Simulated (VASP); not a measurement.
Given:

```
Li2Se
1.0
    0.00000     2.98848     2.98848
    2.98848     0.00000     2.98848
    2.98848     2.98848     0.00000
Li Se
2 1
Cartesian
  1.49424   1.49424   1.49424
  4.48271   4.48271   4.48271
  0.00000   2.98848   2.98848
```

All values below come from rev-vdW-DF2, VASP's PBE PAW potentials (set 64) (plane waves; VASP). Run with 520 eV cut-off, Gaussian smearing of 0.050 eV, potentials Li_sv Se.

**Question.** Give the energies of bands 4 to 9 at the high-symmetry points, in eV from the valence-band maximum.

**Answer.** 
| band | Γ | X | U | L | W |
|---|---|---|---|---|---|
| 4 | 0.00 | -2.30 | -2.12 | -2.94 | -1.92 |
| 5 | 0.00 | -1.46 | -2.08 | -0.53 | -1.92 |
| 6 | 0.00 | -1.46 | -1.19 | -0.53 | -1.79 |
| 7 | 3.42 | 2.94 | 4.09 | 5.17 | 5.15 |
| 8 | 5.63 | 6.24 | 7.32 | 5.96 | 6.40 |
| 9 | 5.63 | 10.39 | 8.49 | 5.96 | 8.11 |

The gap is indirect, 2.94 eV, from the valence maximum at Γ to the conduction minimum at X.

The compound is Li2Se in the antifluorite structure. It was relaxed first.
